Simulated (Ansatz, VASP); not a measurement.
# Cross-check of K2BaP20O52 (glassy 83P2O5-8BaO-8K2O (mol %)) between VASP and Ansatz, part 3 of 3

Wanted: the spread between two codes on one cell, functional and k mesh. Of the first pair: The structure shown is the start of the Ansatz relaxation below; VASP solves that cell, so the two are compared at the walk's first step.

VASP 6.6.1 and Ansatz 0.2.0.

So far. Step 4 (Side by side): The forces differ by 62 meV/Å r.m.s., which is 3.8 % of the r.m.s. force of 1.614 eV/Å (both taken over all components).

### Step 6. VASP: single point, PBE, relaxed cell, pair 2

Level of this step: PBE; plane waves and PAW (P, Ba_sv, K_sv, O) (VASP).

The same cell, functional and mesh now go to VASP, with its own data sets.

INCAR reads:

```
SYSTEM = K2BaP20O52
PREC = Accurate
ENCUT = 600
EDIFF = 1E-06
NELM = 120
ISMEAR = 0
SIGMA = 0.01
LREAL = Auto
ALGO = Normal
GGA = PE
NBANDS = 272
LORBIT = 11
LWAVE = .FALSE.
LCHARG = .FALSE.
ISIF = 2
LASPH = .TRUE.
GGA_COMPAT = .FALSE.
EFERMI = MIDGAP
NCORE = 2
```

POSCAR reads:

```
K2BaP20O52
1.0
   10.1591160000      0.1268830000      0.2502700000
    0.1268830000     11.1613360000     -0.2429520000
    0.2502700000     -0.2429520000      9.2862850000
P Ba K O
20 1 2 52
Direct
    0.1259900000      0.4436100000      0.8348700000
    0.4754100000      0.6047300000      0.0535000000
    0.5131500000      0.3603900000      0.2017100000
    0.3844100000      0.3963100000      0.4918200000
    0.4200000000      0.4305500000      0.7984100000
    0.3817700000      0.1222200000      0.1272200000
    0.6602900000      0.6968900000      0.5813100000
    0.9156300000      0.5556600000      0.1951700000
    0.9791800000      0.1351300000      0.4072300000
    0.5211000000      0.0703400000      0.8558500000
    0.4554800000      0.7997100000      0.8339000000
    0.8698500000      0.7815200000      0.7729600000
    0.7707100000      0.5704700000      0.9178600000
    0.4472400000      0.1322700000      0.5412000000
    0.0219400000      0.3057100000      0.1902500000
    0.1875500000      0.0289400000      0.5904600000
    0.2394600000      0.7859900000      0.4590400000
    0.1734900000      0.7023100000      0.1499600000
    0.0585700000      0.6135100000      0.6013900000
    0.6709400000      0.7282800000      0.2652800000
    0.7364300000      0.0841500000      0.2079600000
    0.0747100000      0.0131000000      0.9951400000
    0.8117700000      0.2618100000      0.7472400000
    0.9671100000      0.6020500000      0.4856400000
    0.9865400000      0.0288300000      0.3026700000
    0.6409800000      0.7645900000      0.4337300000
    0.1338000000      0.5511700000      0.9318600000
    0.4518400000      0.4735000000      0.1314600000
    0.2005200000      0.0377600000      0.7463500000
    0.4033600000      0.2652300000      0.1786800000
    0.4773700000      0.0937900000      0.6971400000
    0.4947400000      0.0447500000      0.1653300000
    0.8931200000      0.9053300000      0.8220000000
    0.5435300000      0.6635000000      0.2177000000
    0.0552000000      0.6084900000      0.2019300000
    0.9150000000      0.4304700000      0.2529600000
    0.4285300000      0.4740600000      0.6301500000
    0.7953700000      0.6299900000      0.2737300000
    0.1103400000      0.4995500000      0.6686300000
    0.0809800000      0.1175600000      0.5393500000
    0.3168400000      0.8016100000      0.8017300000
    0.8807500000      0.5507300000      0.0325100000
    0.2770900000      0.3808800000      0.8104100000
    0.1240500000      0.7877900000      0.0502000000
    0.5082200000      0.3913800000      0.3769900000
    0.5621100000      0.1182700000      0.4403200000
    0.0368200000      0.3414000000      0.8370700000
    0.3157500000      0.6455700000      0.1288800000
    0.5234800000      0.9267800000      0.8588800000
    0.0475300000      0.2541800000      0.3467100000
    0.3816300000      0.8005600000      0.4552300000
    0.9300700000      0.2247100000      0.1130800000
    0.5483200000      0.7423800000      0.6988400000
    0.6493100000      0.3214800000      0.1577700000
    0.1505900000      0.9007600000      0.5219500000
    0.8465300000      0.1694000000      0.4765100000
    0.8003700000      0.4941100000      0.7881700000
    0.3241000000      0.0549000000      0.4992200000
    0.1734400000      0.7662500000      0.3103400000
    0.2619600000      0.4332500000      0.4302000000
    0.4979700000      0.7408100000      0.9792300000
    0.2436400000      0.0974600000      0.1668400000
    0.6375000000      0.5593100000      0.0027500000
    0.6531600000      0.1107300000      0.8900100000
    0.7157100000      0.8330200000      0.1878000000
    0.4203000000      0.5538300000      0.8918300000
    0.6718500000      0.5673600000      0.5587600000
    0.1924000000      0.6816000000      0.5584200000
    0.7843500000      0.7122900000      0.8919700000
    0.5257800000      0.3433500000      0.8237200000
    0.1408000000      0.3593500000      0.1281300000
    0.9986800000      0.7023100000      0.7357200000
    0.7842900000      0.7736700000      0.6328500000
    0.3977000000      0.1257600000      0.9467000000
    0.3832600000      0.2634300000      0.5574100000
```

KPOINTS reads:

```
Automatic mesh
0
Gamma
1 1 1
0 0 0
```

Potentials, in the order of the species: P, Ba_sv, K_sv and O (PBE family, release 64).

Launch:

```
mpirun -np 8 vasp_gam
```

Numbers of over 12 decimals in the logs are rounded to 6 here.

Output:

```text
[... set-up lines as in an earlier step ...]
 entering main loop
       N       E                     dE             d eps       ncg     rms          rms(c)
DAV:   1     0.473975838167E+04    0.47398E+04   -0.28667E+05   544   0.179E+03
DAV:   2    -0.182080443649E+03   -0.49218E+04   -0.47840E+04   672   0.421E+02
DAV:   3    -0.585191993941E+03   -0.40311E+03   -0.40020E+03   640   0.129E+02
DAV:   4    -0.596935711143E+03   -0.11744E+02   -0.11676E+02   696   0.222E+01
[...]
DAV:  18    -0.519629733529E+03    0.16390E-05   -0.25495E-05   680   0.129E-02    0.163E-02
DAV:  19    -0.519629731471E+03    0.20583E-05   -0.46434E-06   608   0.920E-03    0.708E-03
DAV:  20    -0.519629731171E+03    0.30061E-06   -0.19970E-06   432   0.543E-03
   1 F= -.51962973E+03 E0= -.51962973E+03  d E =0.000000E+00
```

From OUTCAR (step 6):

```text
  FREE ENERGIE OF THE ION-ELECTRON SYSTEM (eV)
  ---------------------------------------------------
  free  energy   TOTEN  =      -519.6297311706 eV

  energy  without entropy=     -519.6297311706  energy(sigma->0) =     -519.62973117

[... 1 part as in an earlier step ...]
```

The run ends at a pressure of -0.85 GPa, with forces up to 0.19 eV/Å.

### Step 7. Comparison

What differs besides the data sets and the points named for the pairs above, as far as they apply: the cutoff is 420 eV in Ansatz and 600 eV in VASP (PREC = Accurate, projectors in real space). Total energies have different zeros and are not compared.

The two programs side by side:

```
              quantity  Ansatz   VASP  difference
        pressure (GPa)   -0.01  -0.85       +0.85
gap on the k mesh (eV)   2.694  2.623      +0.071
```

Forces on 7 of the 75 atoms, those with the largest forces and the largest differences (eV/Å; atoms numbered as in POSCAR):

```
atom         Ansatz x, y, z           VASP x, y, z
 O28  0.005, -0.020, -0.001   0.089, -0.072, 0.032
 O32    0.005, 0.003, 0.003  -0.179, 0.044, -0.052
 O40  0.010, -0.007, -0.001  0.029, -0.085, -0.074
 O43   -0.004, 0.000, 0.006   -0.016, 0.112, 0.000
 O46   0.009, -0.001, 0.003   -0.094, 0.016, 0.087
 O52  -0.002, 0.004, -0.005    0.095, 0.096, 0.021
 O68   -0.007, 0.017, 0.003  -0.095, 0.061, -0.045
```

The forces differ by 47 meV/Å r.m.s., where the r.m.s. force is 0.007 eV/Å in Ansatz and 0.047 eV/Å in VASP: the atoms lie near their places of rest in Ansatz, so a percentage would say little (all taken over all components). A gap on the mesh is an upper bound, since the band edges may lie between its points.

### Step 8. What came out

```json
{
 "r.m.s. force difference (single point, PBE, start cell, pair 1)": "3.8 % of the r.m.s. force",
 "r.m.s. force difference (single point, PBE, relaxed cell, pair 2)": "47 meV/Å",
 "difference in pressure (single point, PBE, relaxed cell, pair 2)": "0.85 GPa",
 "difference in gap on the k mesh (single point, PBE, relaxed cell, pair 2)": "0.071 eV"
}
```

The r.m.s. force difference is 47 meV/Å (single point, PBE, relaxed cell, pair 2), beyond the 12 meV/Å picked in this series as the mark of a large difference. What causes the difference of the single point, PBE, start cell, pair 1 pair stays open here. What causes the difference of the single point, PBE, relaxed cell, pair 2 pair stays open here. How closely two codes agree says nothing of how well the functional describes the real material.

[Lines on the potential files, build, host, timing and source positions are cut from VASP's logs without a mark.]

[Logs are printed without paths, hosts, clocks, repeated set-up lines and the standing remarks that a program may print on its own settings, such as how far it seeks lower states.]

[Hosts, paths, dates, database ids (printed as entryN), source tags and the programs' standing remarks are cut or masked in the printed files.]
